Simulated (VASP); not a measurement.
Input:

```xyz
2
Lattice="2.7922 0.0000 0.0000 0.0000 2.7922 0.0000 0.0000 0.0000 2.7922" Properties=species:S:1:pos:R:3 pbc="T T T"
Al     1.3961     1.3961     1.3961
Fe     0.0000     0.0000     0.0000
```

Method: LDA (Ceperley-Alder, Perdew-Zunger), VASP's LDA PAW potentials (set 64) (plane waves; VASP). Settings: 500 eV cut-off, 13×13×13 Γ-centred mesh, first-order Methfessel-Paxton smearing of 0.10 eV, potentials Al Fe.

Task: Estimate the energy per atom (σ→0), pressure, band gap (on the k-mesh) with the smallest direct gap where there is one.

Result: 
* **band gap (on the k-mesh)**: none (metal, semimetal or under 0.01 eV)
* **energy per atom (σ→0)**: -7.150 eV/atom
* **pressure**: 5.07 GPa

Total energies compare only between runs with the same potentials, cut-off and functional.

The compound is FeAl in the CsCl type structure. It was relaxed first under an external pressure of 5 GPa. The run is not spin-polarised, so no magnetic state was tried. The electron count is odd and the run is not spin-polarised, which forces a metal.
